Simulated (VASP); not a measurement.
Input:

```
Sb
1.0
    3.94806    -2.18362    -0.02048
    3.94806     2.18362    -0.02048
    2.75896     0.00000     3.56987
Sb
2
Cartesian
  2.49623   0.00000   0.82674
  8.15886   0.00000   2.70218
```

Calculation: PBE GGA with D3 dispersion (zero damping), VASP's PBE PAW potentials (set 64) (plane waves; VASP). Settings: 520 eV cut-off, 8×8×8 Γ-centred mesh, tetrahedra with Blöchl corrections, potentials Sb.

Unless said otherwise, spin-orbit coupling is left out, though it shifts the bands of the heavy elements here.

**Question.** What does the run give for the energy per atom (σ→0), band gap (on the k-mesh) with the smallest direct gap where there is one?

**Answer.** 
The band gap (on the k-mesh) is none (metal, semimetal or under 0.01 eV) and the energy per atom (σ→0) comes out as -4.397 eV/atom.

Total energies compare only between runs with the same potentials, cut-off and functional.

The compound is Sb in the a7 structure. It was relaxed first.
